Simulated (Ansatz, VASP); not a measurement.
# Ge (Germanium): VASP beside Ansatz, part 2 of 4

Aim: how closely do two programs agree when they are given the same cell, functional and k mesh? The structure shown is the start of the Ansatz relaxation below; VASP solves that cell, so the two are compared at the walk's first step.

VASP 6.6.1 and Ansatz 0.2.0.

So far: The starting structure; Ansatz: relaxation, LDA.

### Step 3. VASP: single point, LDA, start cell, pair 1

Level of this step: LDA; plane waves and PAW (Ge_d) (VASP).

The same cell, functional (in two slightly different forms), mesh and smearing now go to VASP, with its own data sets.

Lines of VASP's logs that name or quote its potential files are left out, and so is its time.

Input file INCAR:

```
SYSTEM = Ge
PREC = Accurate
ENCUT = 410
EDIFF = 1E-06
NELM = 120
ISMEAR = 0
SIGMA = 0.015
LREAL = .FALSE.
ALGO = Normal
GGA = CA
NBANDS = 20
LORBIT = 11
LWAVE = .FALSE.
LCHARG = .FALSE.
ISIF = 2
ISYM = 2
LASPH = .TRUE.
GGA_COMPAT = .FALSE.
KPAR = 2
```

Input file POSCAR:

```
Ge
1.0
   -0.0711780000      2.8238870000      2.8238870000
    2.8238870000     -0.0711780000      2.8238870000
    2.8238870000      2.8238870000     -0.0711780000
Ge
2
Direct
    0.4986929302      0.4986929302      0.4986929302
    0.7513068904      0.7513068904      0.7513068904
```

Input file KPOINTS:

```
Points of the shifted mesh
1728
Reciprocal
 0.0416666667  0.0416666667  0.0416666667 1
 0.0416666667  0.0416666667  0.1250000000 1
 0.0416666667  0.0416666667  0.2083333333 1
 0.0416666667  0.0416666667  0.2916666667 1
 0.0416666667  0.0416666667  0.3750000000 1
 0.0416666667  0.0416666667  0.4583333333 1
 0.0416666667  0.0416666667  0.5416666667 1
 0.0416666667  0.0416666667  0.6250000000 1
 0.0416666667  0.0416666667  0.7083333333 1
 0.0416666667  0.0416666667  0.7916666667 1
 0.0416666667  0.0416666667  0.8750000000 1
 0.0416666667  0.0416666667  0.9583333333 1
 0.0416666667  0.1250000000  0.0416666667 1
 0.0416666667  0.1250000000  0.1250000000 1
 0.0416666667  0.1250000000  0.2083333333 1
 0.0416666667  0.1250000000  0.2916666667 1
 0.0416666667  0.1250000000  0.3750000000 1
 0.0416666667  0.1250000000  0.4583333333 1
 0.0416666667  0.1250000000  0.5416666667 1
 0.0416666667  0.1250000000  0.6250000000 1
 0.0416666667  0.1250000000  0.7083333333 1
 0.0416666667  0.1250000000  0.7916666667 1
 0.0416666667  0.1250000000  0.8750000000 1
 0.0416666667  0.1250000000  0.9583333333 1
 0.0416666667  0.2083333333  0.0416666667 1
 0.0416666667  0.2083333333  0.1250000000 1
 0.0416666667  0.2083333333  0.2083333333 1
 0.0416666667  0.2083333333  0.2916666667 1
 0.0416666667  0.2083333333  0.3750000000 1
 0.0416666667  0.2083333333  0.4583333333 1
 0.0416666667  0.2083333333  0.5416666667 1
 0.0416666667  0.2083333333  0.6250000000 1
 0.0416666667  0.2083333333  0.7083333333 1
 0.0416666667  0.2083333333  0.7916666667 1
 0.0416666667  0.2083333333  0.8750000000 1
 0.0416666667  0.2083333333  0.9583333333 1
 0.0416666667  0.2916666667  0.0416666667 1
 0.0416666667  0.2916666667  0.1250000000 1
 0.0416666667  0.2916666667  0.2083333333 1
 0.0416666667  0.2916666667  0.2916666667 1
 0.0416666667  0.2916666667  0.3750000000 1
 0.0416666667  0.2916666667  0.4583333333 1
 0.0416666667  0.2916666667  0.5416666667 1
 0.0416666667  0.2916666667  0.6250000000 1
 0.0416666667  0.2916666667  0.7083333333 1
 0.0416666667  0.2916666667  0.7916666667 1
 0.0416666667  0.2916666667  0.8750000000 1
 0.0416666667  0.2916666667  0.9583333333 1
 0.0416666667  0.3750000000  0.0416666667 1
 0.0416666667  0.3750000000  0.1250000000 1
 0.0416666667  0.3750000000  0.2083333333 1
 0.0416666667  0.3750000000  0.2916666667 1
 0.0416666667  0.3750000000  0.3750000000 1
 0.0416666667  0.3750000000  0.4583333333 1
 0.0416666667  0.3750000000  0.5416666667 1
 0.0416666667  0.3750000000  0.6250000000 1
 0.0416666667  0.3750000000  0.7083333333 1
 0.0416666667  0.3750000000  0.7916666667 1
 0.0416666667  0.3750000000  0.8750000000 1
 0.0416666667  0.3750000000  0.9583333333 1
 0.0416666667  0.4583333333  0.0416666667 1
 0.0416666667  0.4583333333  0.1250000000 1
 0.0416666667  0.4583333333  0.2083333333 1
 0.0416666667  0.4583333333  0.2916666667 1
 0.0416666667  0.4583333333  0.3750000000 1
 0.0416666667  0.4583333333  0.4583333333 1
 0.0416666667  0.4583333333  0.5416666667 1
 0.0416666667  0.4583333333  0.6250000000 1
 0.0416666667  0.4583333333  0.7083333333 1
 0.0416666667  0.4583333333  0.7916666667 1
 0.0416666667  0.4583333333  0.8750000000 1
 0.0416666667  0.4583333333  0.9583333333 1
 0.0416666667  0.5416666667  0.0416666667 1
 0.0416666667  0.5416666667  0.1250000000 1
 0.0416666667  0.5416666667  0.2083333333 1
 0.0416666667  0.5416666667  0.2916666667 1
 0.0416666667  0.5416666667  0.3750000000 1
 0.0416666667  0.5416666667  0.4583333333 1
 0.0416666667  0.5416666667  0.5416666667 1
 0.0416666667  0.5416666667  0.6250000000 1
 0.0416666667  0.5416666667  0.7083333333 1
 0.0416666667  0.5416666667  0.7916666667 1
 0.0416666667  0.5416666667  0.8750000000 1
 0.0416666667  0.5416666667  0.9583333333 1
 0.0416666667  0.6250000000  0.0416666667 1
 0.0416666667  0.6250000000  0.1250000000 1
 0.0416666667  0.6250000000  0.2083333333 1
 0.0416666667  0.6250000000  0.2916666667 1
 0.0416666667  0.6250000000  0.3750000000 1
 0.0416666667  0.6250000000  0.4583333333 1
 0.0416666667  0.6250000000  0.5416666667 1
 0.0416666667  0.6250000000  0.6250000000 1
 0.0416666667  0.6250000000  0.7083333333 1
 0.0416666667  0.6250000000  0.7916666667 1
 0.0416666667  0.6250000000  0.8750000000 1
 0.0416666667  0.6250000000  0.9583333333 1
 0.0416666667  0.7083333333  0.0416666667 1
 0.0416666667  0.7083333333  0.1250000000 1
 0.0416666667  0.7083333333  0.2083333333 1
 0.0416666667  0.7083333333  0.2916666667 1
 0.0416666667  0.7083333333  0.3750000000 1
 0.0416666667  0.7083333333  0.4583333333 1
 0.0416666667  0.7083333333  0.5416666667 1
 0.0416666667  0.7083333333  0.6250000000 1
 0.0416666667  0.7083333333  0.7083333333 1
 0.0416666667  0.7083333333  0.7916666667 1
 0.0416666667  0.7083333333  0.8750000000 1
 0.0416666667  0.7083333333  0.9583333333 1
 0.0416666667  0.7916666667  0.0416666667 1
 0.0416666667  0.7916666667  0.1250000000 1
 0.0416666667  0.7916666667  0.2083333333 1
 0.0416666667  0.7916666667  0.2916666667 1
[... 1390 lines left out ...]
 0.8750000000  0.4583333333  0.1250000000 1
 0.8750000000  0.4583333333  0.2083333333 1
 0.8750000000  0.4583333333  0.2916666667 1
 0.8750000000  0.4583333333  0.3750000000 1
 0.8750000000  0.4583333333  0.4583333333 1
 0.8750000000  0.4583333333  0.5416666667 1
 0.8750000000  0.4583333333  0.6250000000 1
 0.8750000000  0.4583333333  0.7083333333 1
 0.8750000000  0.4583333333  0.7916666667 1
 0.8750000000  0.4583333333  0.8750000000 1
 0.8750000000  0.4583333333  0.9583333333 1
 0.8750000000  0.5416666667  0.0416666667 1
 0.8750000000  0.5416666667  0.1250000000 1
 0.8750000000  0.5416666667  0.2083333333 1
 0.8750000000  0.5416666667  0.2916666667 1
 0.8750000000  0.5416666667  0.3750000000 1
 0.8750000000  0.5416666667  0.4583333333 1
 0.8750000000  0.5416666667  0.5416666667 1
 0.8750000000  0.5416666667  0.6250000000 1
 0.8750000000  0.5416666667  0.7083333333 1
 0.8750000000  0.5416666667  0.7916666667 1
 0.8750000000  0.5416666667  0.8750000000 1
 0.8750000000  0.5416666667  0.9583333333 1
 0.8750000000  0.6250000000  0.0416666667 1
 0.8750000000  0.6250000000  0.1250000000 1
 0.8750000000  0.6250000000  0.2083333333 1
 0.8750000000  0.6250000000  0.2916666667 1
 0.8750000000  0.6250000000  0.3750000000 1
 0.8750000000  0.6250000000  0.4583333333 1
 0.8750000000  0.6250000000  0.5416666667 1
 0.8750000000  0.6250000000  0.6250000000 1
 0.8750000000  0.6250000000  0.7083333333 1
 0.8750000000  0.6250000000  0.7916666667 1
 0.8750000000  0.6250000000  0.8750000000 1
 0.8750000000  0.6250000000  0.9583333333 1
 0.8750000000  0.7083333333  0.0416666667 1
 0.8750000000  0.7083333333  0.1250000000 1
 0.8750000000  0.7083333333  0.2083333333 1
 0.8750000000  0.7083333333  0.2916666667 1
 0.8750000000  0.7083333333  0.3750000000 1
 0.8750000000  0.7083333333  0.4583333333 1
 0.8750000000  0.7083333333  0.5416666667 1
 0.8750000000  0.7083333333  0.6250000000 1
 0.8750000000  0.7083333333  0.7083333333 1
 0.8750000000  0.7083333333  0.7916666667 1
 0.8750000000  0.7083333333  0.8750000000 1
 0.8750000000  0.7083333333  0.9583333333 1
 0.8750000000  0.7916666667  0.0416666667 1
 0.8750000000  0.7916666667  0.1250000000 1
 0.8750000000  0.7916666667  0.2083333333 1
 0.8750000000  0.7916666667  0.2916666667 1
 0.8750000000  0.7916666667  0.3750000000 1
 0.8750000000  0.7916666667  0.4583333333 1
 0.8750000000  0.7916666667  0.5416666667 1
 0.8750000000  0.7916666667  0.6250000000 1
 0.8750000000  0.7916666667  0.7083333333 1
 0.8750000000  0.7916666667  0.7916666667 1
 0.8750000000  0.7916666667  0.8750000000 1
 0.8750000000  0.7916666667  0.9583333333 1
 0.8750000000  0.8750000000  0.0416666667 1
 0.8750000000  0.8750000000  0.1250000000 1
 0.8750000000  0.8750000000  0.2083333333 1
 0.8750000000  0.8750000000  0.2916666667 1
 0.8750000000  0.8750000000  0.3750000000 1
 0.8750000000  0.8750000000  0.4583333333 1
 0.8750000000  0.8750000000  0.5416666667 1
 0.8750000000  0.8750000000  0.6250000000 1
 0.8750000000  0.8750000000  0.7083333333 1
 0.8750000000  0.8750000000  0.7916666667 1
 0.8750000000  0.8750000000  0.8750000000 1
 0.8750000000  0.8750000000  0.9583333333 1
 0.8750000000  0.9583333333  0.0416666667 1
 0.8750000000  0.9583333333  0.1250000000 1
 0.8750000000  0.9583333333  0.2083333333 1
 0.8750000000  0.9583333333  0.2916666667 1
 0.8750000000  0.9583333333  0.3750000000 1
 0.8750000000  0.9583333333  0.4583333333 1
 0.8750000000  0.9583333333  0.5416666667 1
 0.8750000000  0.9583333333  0.6250000000 1
 0.8750000000  0.9583333333  0.7083333333 1
 0.8750000000  0.9583333333  0.7916666667 1
 0.8750000000  0.9583333333  0.8750000000 1
 0.8750000000  0.9583333333  0.9583333333 1
 0.9583333333  0.0416666667  0.0416666667 1
 0.9583333333  0.0416666667  0.1250000000 1
 0.9583333333  0.0416666667  0.2083333333 1
 0.9583333333  0.0416666667  0.2916666667 1
 0.9583333333  0.0416666667  0.3750000000 1
 0.9583333333  0.0416666667  0.4583333333 1
 0.9583333333  0.0416666667  0.5416666667 1
 0.9583333333  0.0416666667  0.6250000000 1
 0.9583333333  0.0416666667  0.7083333333 1
 0.9583333333  0.0416666667  0.7916666667 1
 0.9583333333  0.0416666667  0.8750000000 1
 0.9583333333  0.0416666667  0.9583333333 1
 0.9583333333  0.1250000000  0.0416666667 1
 0.9583333333  0.1250000000  0.1250000000 1
 0.9583333333  0.1250000000  0.2083333333 1
 0.9583333333  0.1250000000  0.2916666667 1
 0.9583333333  0.1250000000  0.3750000000 1
 0.9583333333  0.1250000000  0.4583333333 1
 0.9583333333  0.1250000000  0.5416666667 1
 0.9583333333  0.1250000000  0.6250000000 1
 0.9583333333  0.1250000000  0.7083333333 1
 0.9583333333  0.1250000000  0.7916666667 1
 0.9583333333  0.1250000000  0.8750000000 1
 0.9583333333  0.1250000000  0.9583333333 1
 0.9583333333  0.2083333333  0.0416666667 1
 0.9583333333  0.2083333333  0.1250000000 1
 0.9583333333  0.2083333333  0.2083333333 1
 0.9583333333  0.2083333333  0.2916666667 1
 0.9583333333  0.2083333333  0.3750000000 1
 0.9583333333  0.2083333333  0.4583333333 1
 0.9583333333  0.2083333333  0.5416666667 1
 0.9583333333  0.2083333333  0.6250000000 1
 0.9583333333  0.2083333333  0.7083333333 1
 0.9583333333  0.2083333333  0.7916666667 1
 0.9583333333  0.2083333333  0.8750000000 1
 0.9583333333  0.2083333333  0.9583333333 1
 0.9583333333  0.2916666667  0.0416666667 1
 0.9583333333  0.2916666667  0.1250000000 1
 0.9583333333  0.2916666667  0.2083333333 1
 0.9583333333  0.2916666667  0.2916666667 1
 0.9583333333  0.2916666667  0.3750000000 1
 0.9583333333  0.2916666667  0.4583333333 1
 0.9583333333  0.2916666667  0.5416666667 1
 0.9583333333  0.2916666667  0.6250000000 1
 0.9583333333  0.2916666667  0.7083333333 1
 0.9583333333  0.2916666667  0.7916666667 1
 0.9583333333  0.2916666667  0.8750000000 1
 0.9583333333  0.2916666667  0.9583333333 1
 0.9583333333  0.3750000000  0.0416666667 1
 0.9583333333  0.3750000000  0.1250000000 1
 0.9583333333  0.3750000000  0.2083333333 1
 0.9583333333  0.3750000000  0.2916666667 1
 0.9583333333  0.3750000000  0.3750000000 1
 0.9583333333  0.3750000000  0.4583333333 1
 0.9583333333  0.3750000000  0.5416666667 1
 0.9583333333  0.3750000000  0.6250000000 1
 0.9583333333  0.3750000000  0.7083333333 1
 0.9583333333  0.3750000000  0.7916666667 1
 0.9583333333  0.3750000000  0.8750000000 1
 0.9583333333  0.3750000000  0.9583333333 1
 0.9583333333  0.4583333333  0.0416666667 1
 0.9583333333  0.4583333333  0.1250000000 1
 0.9583333333  0.4583333333  0.2083333333 1
 0.9583333333  0.4583333333  0.2916666667 1
 0.9583333333  0.4583333333  0.3750000000 1
 0.9583333333  0.4583333333  0.4583333333 1
 0.9583333333  0.4583333333  0.5416666667 1
 0.9583333333  0.4583333333  0.6250000000 1
 0.9583333333  0.4583333333  0.7083333333 1
 0.9583333333  0.4583333333  0.7916666667 1
 0.9583333333  0.4583333333  0.8750000000 1
 0.9583333333  0.4583333333  0.9583333333 1
 0.9583333333  0.5416666667  0.0416666667 1
 0.9583333333  0.5416666667  0.1250000000 1
 0.9583333333  0.5416666667  0.2083333333 1
 0.9583333333  0.5416666667  0.2916666667 1
 0.9583333333  0.5416666667  0.3750000000 1
 0.9583333333  0.5416666667  0.4583333333 1
 0.9583333333  0.5416666667  0.5416666667 1
 0.9583333333  0.5416666667  0.6250000000 1
 0.9583333333  0.5416666667  0.7083333333 1
 0.9583333333  0.5416666667  0.7916666667 1
 0.9583333333  0.5416666667  0.8750000000 1
 0.9583333333  0.5416666667  0.9583333333 1
 0.9583333333  0.6250000000  0.0416666667 1
 0.9583333333  0.6250000000  0.1250000000 1
 0.9583333333  0.6250000000  0.2083333333 1
 0.9583333333  0.6250000000  0.2916666667 1
 0.9583333333  0.6250000000  0.3750000000 1
 0.9583333333  0.6250000000  0.4583333333 1
 0.9583333333  0.6250000000  0.5416666667 1
 0.9583333333  0.6250000000  0.6250000000 1
 0.9583333333  0.6250000000  0.7083333333 1
 0.9583333333  0.6250000000  0.7916666667 1
 0.9583333333  0.6250000000  0.8750000000 1
 0.9583333333  0.6250000000  0.9583333333 1
 0.9583333333  0.7083333333  0.0416666667 1
 0.9583333333  0.7083333333  0.1250000000 1
 0.9583333333  0.7083333333  0.2083333333 1
 0.9583333333  0.7083333333  0.2916666667 1
 0.9583333333  0.7083333333  0.3750000000 1
 0.9583333333  0.7083333333  0.4583333333 1
 0.9583333333  0.7083333333  0.5416666667 1
 0.9583333333  0.7083333333  0.6250000000 1
 0.9583333333  0.7083333333  0.7083333333 1
 0.9583333333  0.7083333333  0.7916666667 1
 0.9583333333  0.7083333333  0.8750000000 1
 0.9583333333  0.7083333333  0.9583333333 1
 0.9583333333  0.7916666667  0.0416666667 1
 0.9583333333  0.7916666667  0.1250000000 1
 0.9583333333  0.7916666667  0.2083333333 1
 0.9583333333  0.7916666667  0.2916666667 1
 0.9583333333  0.7916666667  0.3750000000 1
 0.9583333333  0.7916666667  0.4583333333 1
 0.9583333333  0.7916666667  0.5416666667 1
 0.9583333333  0.7916666667  0.6250000000 1
 0.9583333333  0.7916666667  0.7083333333 1
 0.9583333333  0.7916666667  0.7916666667 1
 0.9583333333  0.7916666667  0.8750000000 1
 0.9583333333  0.7916666667  0.9583333333 1
 0.9583333333  0.8750000000  0.0416666667 1
 0.9583333333  0.8750000000  0.1250000000 1
 0.9583333333  0.8750000000  0.2083333333 1
 0.9583333333  0.8750000000  0.2916666667 1
 0.9583333333  0.8750000000  0.3750000000 1
 0.9583333333  0.8750000000  0.4583333333 1
 0.9583333333  0.8750000000  0.5416666667 1
 0.9583333333  0.8750000000  0.6250000000 1
 0.9583333333  0.8750000000  0.7083333333 1
 0.9583333333  0.8750000000  0.7916666667 1
 0.9583333333  0.8750000000  0.8750000000 1
 0.9583333333  0.8750000000  0.9583333333 1
 0.9583333333  0.9583333333  0.0416666667 1
 0.9583333333  0.9583333333  0.1250000000 1
 0.9583333333  0.9583333333  0.2083333333 1
 0.9583333333  0.9583333333  0.2916666667 1
 0.9583333333  0.9583333333  0.3750000000 1
 0.9583333333  0.9583333333  0.4583333333 1
 0.9583333333  0.9583333333  0.5416666667 1
 0.9583333333  0.9583333333  0.6250000000 1
 0.9583333333  0.9583333333  0.7083333333 1
 0.9583333333  0.9583333333  0.7916666667 1
 0.9583333333  0.9583333333  0.8750000000 1
 0.9583333333  0.9583333333  0.9583333333 1
```

The projector-augmented-wave data sets are Ge_d (LDA family, release 64).

Started as:

```sh
mpirun -np 2 vasp_std
```

Output:

```text
[banner, memory and clock lines left out]
running    2 mpi-ranks, on    1 nodes
 distrk:  each k-point on    1 cores,    2 groups
 distr:  one band on    1 cores,    1 groups

 POSCAR found type information on POSCAR Ge
 POSCAR found :  1 types and       2 ions
 LDA part: xc-table for (Slater(with rela. corr.)+CA(PZ))
 , standard interpolation
 POSCAR, INCAR and KPOINTS ok, starting setup
 FFT: planning ... GRIDC
 FFT: planning ... GRID_SOFT
 FFT: planning ... GRID
 WAVECAR not read
 entering main loop
       N       E                     dE             d eps       ncg     rms          rms(c)
DAV:   1     0.172642131599E+03    0.17264E+03   -0.13402E+04 74232   0.331E+03
DAV:   2     0.133308924124E+02   -0.15931E+03   -0.15526E+03 69288   0.535E+02
DAV:   3    -0.979721047539E+01   -0.23128E+02   -0.22993E+02 78280   0.137E+02
DAV:   4    -0.105031273123E+02   -0.70592E+00   -0.70546E+00 77204   0.284E+01
DAV:   5    -0.105145437732E+02   -0.11416E-01   -0.11416E-01 77844   0.389E+00    0.313E+00
DAV:   6    -0.104076670677E+02    0.10688E+00   -0.35211E-02 76368   0.173E+00    0.179E+00
DAV:   7    -0.103539130207E+02    0.53754E-01   -0.71289E-02 72644   0.206E+00    0.140E-01
DAV:   8    -0.103545067133E+02   -0.59369E-03   -0.59668E-03 78476   0.924E-01    0.493E-02
DAV:   9    -0.103545374783E+02   -0.30765E-04   -0.13564E-04 77396   0.129E-01    0.218E-02
DAV:  10    -0.103545394014E+02   -0.19232E-05   -0.18546E-05 92796   0.618E-02    0.422E-03
DAV:  11    -0.103545393781E+02    0.23354E-07   -0.20091E-06 60224   0.118E-02
   1 F= -.10354539E+02 E0= -.10354517E+02  d E =-.443521E-04
```

OUTCAR, selected parts (step 3):

```text
ion  position               nearest neighbor table
   1  0.499  0.499  0.499-   2 2.44   2 2.49   2 2.49   2 2.49
   2  0.751  0.751  0.751-   1 2.44   1 2.49   1 2.49   1 2.49

  LATTYP: Found a trigonal (rhomboedric) cell.
 ALAT       =     3.9942135503
 COS(alpha) =     0.4746435404

 Subroutine GETGRP returns: Found 12 space group operations
 (whereof  6 operations were pure point group operations)

The static configuration has the point symmetry C_3v.
 The point group associated with its full space group is D_3d.

   k-points           NKPTS =   1728   k-points in BZ     NKDIM =   1728   number of bands    NBANDS=     20

   dimension x,y,z NGX =    28 NGY =   28 NGZ =   28
   dimension x,y,z NGXF=    56 NGYF=   56 NGZF=   56

   ENCUT  =  410.0 eV  30.13 Ry    5.49 a.u.   6.59  6.59  6.59*2*pi/ulx,y,z

   NELECT =      28.0000    total number of electrons

 k-points in reciprocal lattice and weights: Points of the shifted mesh
   0.04166667  0.04166667  0.04166667       0.001
   0.04166667  0.04166667  0.12500000       0.001
   0.04166667  0.04166667  0.20833333       0.001
   0.04166667  0.04166667  0.29166667       0.001
   0.04166667  0.04166667  0.37500000       0.001
   0.04166667  0.04166667  0.45833333       0.001
   0.04166667  0.04166667  0.54166667       0.001
   0.04166667  0.04166667  0.62500000       0.001
   0.04166667  0.04166667  0.70833333       0.001
[...]
0.95833333  0.95833333  0.87500000       0.001
   0.95833333  0.95833333  0.95833333       0.001

 average (electrostatic) potential at core
       1 -75.6809       2 -75.6809

 E-fermi :   4.2916

 k-point     1 :       0.0417    0.0417    0.0417
  band No.  band energies     occupation
    ...
     10     -20.2279      2.00000
     11      -8.1283      2.00000
     12       3.5381      2.00000
     13       4.2935      0.85936
     14       4.2935      0.85936
     15       4.8100      0.00000
     16       6.8644      0.00000
     17       6.8644      0.00000
     18       7.3189      0.00000
     19      10.7228      0.00000
    ...

 k-point     2 :       0.0417    0.0417    0.1250
  band No.  band energies     occupation
    ...
     10     -20.2227      2.00000
     11      -8.0188      2.00000
     12       2.3376      2.00000
     13       4.0425      2.00000
     14       4.2400      2.00000
     15       5.2512      0.00000
     16       6.9689      0.00000
     17       7.1731      0.00000
     18       7.8478      0.00000
     19      11.2861      0.00000
    ...

 k-point     3 :       0.0417    0.0417    0.2083
  band No.  band energies     occupation
    ...
     10     -20.2157      2.00000
     11      -7.7532      2.00000
     12       0.8214      2.00000
     13       3.6724      2.00000
     14       3.9598      2.00000
     15       5.2741      0.00000
     16       7.3724      0.00000
     17       7.7093      0.00000
     18       8.8546      0.00000
     19      12.1882      0.00000
    ...

  Total       -1.0025405     -1.0025405     -1.0025405      0.4309195      0.4309195      0.4309195
  in kB      -34.3658197    -34.3658197    -34.3658197     14.7713748     14.7713748     14.7713748
  external PRESSURE =     -34.3658197 kB  Pullay stress =       0.0000000 kB

  energy-cutoff  :      410.00
  volume of cell :       46.74
      direct lattice vectors                 reciprocal lattice vectors
    -0.071178000  2.823887000  2.823887000    -0.170503305  0.174912083  0.174912083
     2.823887000 -0.071178000  2.823887000     0.174912083 -0.170503305  0.174912083
     2.823887000  2.823887000 -0.071178000     0.174912083  0.174912083 -0.170503305

 POSITION                                       TOTAL-FORCE (eV/Angst)
 -----------------------------------------------------------------------------------
      2.78101      2.78101      2.78101        -0.044591     -0.044591     -0.044591
      4.18973      4.18973      4.18973         0.044591      0.044591      0.044591
 -----------------------------------------------------------------------------------
    total drift:                                0.000000      0.000000      0.000000

  FREE ENERGIE OF THE ION-ELECTRON SYSTEM (eV)
  ---------------------------------------------------
  free  energy   TOTEN  =       -10.3545393781 eV

  energy  without entropy=      -10.3544950260  energy(sigma->0) =      -10.35451720

 total charge
# of ion       s       p       d       tot
------------------------------------------
    1        1.147   1.228  10.018  12.393
    2        1.147   1.228  10.018  12.393
--------------------------------------------------
tot          2.293   2.457  20.036  24.785

[... 3 further parts left out ...]
```

The run ends at a pressure of -3.44 GPa, with forces up to 0.077 eV/Å.

(Continued in part 3 of 4.)

[Lines on the potential files, build, host, timing and source positions are cut from VASP's logs without a mark.]

[Logs are printed without paths, hosts, clocks, repeated set-up lines and the standing remarks that a program may print on its own settings, such as how far it seeks lower states.]

[Hosts, paths, dates, database ids (printed as entryN), source tags and the programs' standing remarks are cut or masked in the printed files.]
